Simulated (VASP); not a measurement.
```xyz
5
Lattice="4.2366 0.0000 0.0000 0.0000 4.2366 0.0000 0.0000 0.0000 4.2366" Properties=species:S:1:pos:R:3 pbc="T T T"
Ba     0.0000     0.0000     0.0000
Zr     2.1183     2.1183     2.1183
O      2.1183     0.0000     2.1183
O      0.0000     2.1183     2.1183
O      2.1183     2.1183     0.0000
```

All values below come from PBE GGA, VASP's PBE PAW potentials (set 64) (plane waves; VASP). Settings: 520 eV cut-off, Gaussian smearing of 0.050 eV, potentials Ba_sv Zr_sv O.

Unless said otherwise, spin-orbit coupling is left out, though it shifts the bands of the heavy elements here.

Estimate the band gap (along the path) with the smallest direct gap where there is one.

```json
{
 "band gap (along the path)": "3.12 eV",
 "smallest direct gap (along the path)": "3.37 eV"
}
```

The compound is BaZrO3 in the cubic perovskite structure. It was relaxed first.
